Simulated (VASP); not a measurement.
Given:

```xyz
4
Lattice="3.7974 0.0000 0.0000 0.0000 3.7974 0.0000 0.0000 0.0000 4.5614" Properties=species:S:1:pos:R:3 pbc="T T T"
Sn     1.8987     0.0000     3.3969
Sn     0.0000     1.8987     1.1645
O      1.8987     1.8987     0.0000
O      0.0000     0.0000     0.0000
```

Computed with PBE GGA, VASP's PBE PAW potentials (set 64) (plane waves; VASP). Run with 620 eV cut-off, 8×8×7 Γ-centred mesh, first-order Methfessel-Paxton smearing of 0.10 eV, potentials Sn_d O.

Energy and stress use the plane-wave basis of the starting cell. Without a dispersion term in the relaxation, distances and binding between the weakly bound layers, chains or molecules are unreliable, and so is what depends on them.

The ions, cell shape and volume at an external pressure of 10.0 GPa are relaxed. Predict the relaxed structure.

```xyz
4
Lattice="3.7442 0.0000 0.0000 0.0000 3.7442 0.0000 0.0000 0.0000 4.3768" Properties=species:S:1:pos:R:3 pbc="T T T"
Sn     1.8721     0.0000     3.2099
Sn     0.0000     1.8721     1.1669
O      1.8721     1.8721     0.0000
O      0.0000     0.0000     0.0000
```
Space group P4/nmm (129), at a tolerance of 0.03 Å.

How do energy and volume change from the first to the last step?

The energy (σ→0) changes by +50.0 meV/atom and the volume by -6.7 %, in 12 ionic steps.

The compound is SnO in the litharge structure. This run relaxes it under an external pressure of 10 GPa. Symmetry was kept, so distortions that lower it aren't found.
